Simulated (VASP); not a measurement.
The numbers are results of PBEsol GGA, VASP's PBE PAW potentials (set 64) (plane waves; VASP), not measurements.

The input files of a VASP run:

**INCAR**
```
# general
SYSTEM  = Ni
PREC    = Normal
ENCUT   = 400
LREAL   = .FALSE.
LASPH   = .TRUE.

# electronic loop
EDIFF   = 1E-5
NELM    = 100
NELMIN  = 4
ALGO    = Fast
LMAXMIX = 4

# smearing
ISMEAR  = 1
SIGMA   = 0.1

# functional
GGA     = PS

# spin
ISPIN   = 2
MAGMOM  = 0.8

# ions
IBRION  = 2
NSW     = 20
ISIF    = 2
EDIFFG  = -0.03

# output
LWAVE   = .FALSE.
LCHARG  = .FALSE.
LORBIT  = 10
```

**KPOINTS**
```
Automatic mesh
0
Gamma
20 20 20
0 0 0
```

File POSCAR:
```
Ni
1
   -0.0000000000     1.7303223901     1.7303223901
    1.7303223901    -0.0000000000     1.7303223901
    1.7303223901     1.7303223901    -0.0000000000
Ni
1
Direct
  0.0000000000   0.0000000000   0.0000000000
```

POTCAR, in this order: Ni (PBE.64 set). Program: vasp_std.

Output of the run:

OSZICAR:
```
       N       E                     dE             d eps       ncg     rms          rms(c)
DAV:   1     0.168326240654E+02    0.16833E+02   -0.40717E+03  9745   0.118E+03
DAV:   2    -0.703685088959E+01   -0.23869E+02   -0.22901E+02  9319   0.149E+02
DAV:   3    -0.734576445467E+01   -0.30891E+00   -0.30839E+00 10620   0.218E+01
DAV:   4    -0.734844179212E+01   -0.26773E-02   -0.26771E-02 10401   0.179E+00
DAV:   5    -0.734850657913E+01   -0.64787E-04   -0.64787E-04 10562   0.239E-01    0.110E+01
RMM:   6    -0.646566190386E+01    0.88284E+00   -0.53281E+00  9216   0.411E+01    0.632E+00
RMM:   7    -0.616362889614E+01    0.30203E+00   -0.84853E-01  9216   0.172E+01    0.231E+00
RMM:   8    -0.613960807909E+01    0.24021E-01   -0.15321E-02  9520   0.146E+00    0.956E-01
RMM:   9    -0.613748793321E+01    0.21201E-02   -0.19296E-03  9600   0.659E-01    0.237E-01
RMM:  10    -0.613691951254E+01    0.56842E-03   -0.42151E-04  9452   0.355E-01    0.579E-02
RMM:  11    -0.613685143478E+01    0.68078E-04   -0.12158E-04  9489   0.168E-01    0.329E-02
RMM:  12    -0.613685279314E+01   -0.13584E-05   -0.28157E-05  7065   0.540E-02
   1 F= -.61368528E+01 E0= -.61368001E+01  d E =-.613685E+01  mag=     0.6237
```

**OUTCAR**
```
------------------------ aborting loop because EDIFF is reached ----------------------------------------
  FORCE on cell =-STRESS in cart. coord.  units (eV):
  Direction    XX          YY          ZZ          XY          YZ          ZX
  --------------------------------------------------------------------------------------
  Total       -0.0179536     -0.0179536     -0.0179536      0.0000000     -0.0000000      0.0000000
  in kB       -2.7762014     -2.7762014     -2.7762014      0.0000000     -0.0000000      0.0000000
  external PRESSURE =      -2.7762014 kB  Pullay stress =       0.0000000 kB
  volume of cell :       10.36
      direct lattice vectors                 reciprocal lattice vectors
     0.000000000  1.730322390  1.730322390    -0.288963492  0.288963492  0.288963492
     1.730322390  0.000000000  1.730322390     0.288963492 -0.288963492  0.288963492
     1.730322390  1.730322390  0.000000000     0.288963492  0.288963492 -0.288963492
 POSITION                                       TOTAL-FORCE (eV/Angst)
 -----------------------------------------------------------------------------------
      0.00000      0.00000      0.00000         0.000000      0.000000      0.000000
 -----------------------------------------------------------------------------------
    total drift:                               -0.000000     -0.000000     -0.000000
  FREE ENERGIE OF THE ION-ELECTRON SYSTEM (eV)
  ---------------------------------------------------
  free  energy   TOTEN  =        -6.1368527931 eV

  energy  without entropy=       -6.1366948490  energy(sigma->0) =       -6.13680015

 total charge

# of ion       s       p       d       tot
------------------------------------------
    1        0.523   0.549   8.331   9.402

 magnetization (x)

# of ion       s       p       d       tot
------------------------------------------
    1       -0.006  -0.025   0.660   0.629

 reached required accuracy - stopping structural energy minimisation
```
(Selected blocks of OUTCAR.)

The compound is Ni in the fcc structure. It was relaxed first.
